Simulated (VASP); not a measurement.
These are optB88-vdW, VASP's PBE PAW potentials (set 64) (plane waves; VASP 6.6.1) values and carry that method's errors.

A VASP calculation is set up with these files.

POSCAR:
```
Na
1.0
 -2.0761652194   2.0761652194   2.0761652194
  2.0761652194  -2.0761652194   2.0761652194
  2.0761652194   2.0761652194  -2.0761652194
Na
1
Direct
  0.0000000000   0.0000000000   0.0000000000
```

**KPOINTS**
```
Automatic mesh
0
Gamma
11 11 11
0 0 0
```

### INCAR
```
NELM=100
LCHARG=.FALSE.
LWAVE=.FALSE.
NSW=60   # most ionic steps
PARAM2=0.22
SIGMA=0.1   # width (eV)
PREC=Accurate
EDIFF=1E-6   # SCF stop (eV)
ALGO=Normal
LASPH=.TRUE.
ENCUT=520   # plane-wave cut-off (eV)
SYSTEM=Na
ISMEAR=1
LREAL=.FALSE.
IBRION=2   # conjugate gradients
GGA=BO
ISIF=3   # ions, shape and volume
AGGAC=0.0
LUSE_VDW=.TRUE.
PARAM1=0.1833333333
EDIFFG=-0.01   # ionic stop
```

POTCAR, in this order: Na_pv (PBE.64 set). Program: vasp_std.

Task: What will the output report for the number of irreducible k-points (NKPTS), largest plane-wave count, number of space-group operations, FFT grid (NGX, NGY, NGZ)?

Result: 
number of irreducible k-points (NKPTS): 56
largest plane-wave count: 971
number of space-group operations: 48
FFT grid (NGX, NGY, NGZ): 28 × 28 × 28

The compound is Na in the bcc structure. It was relaxed first, which changed the volume by -7 %. The start is the result of an earlier pass.
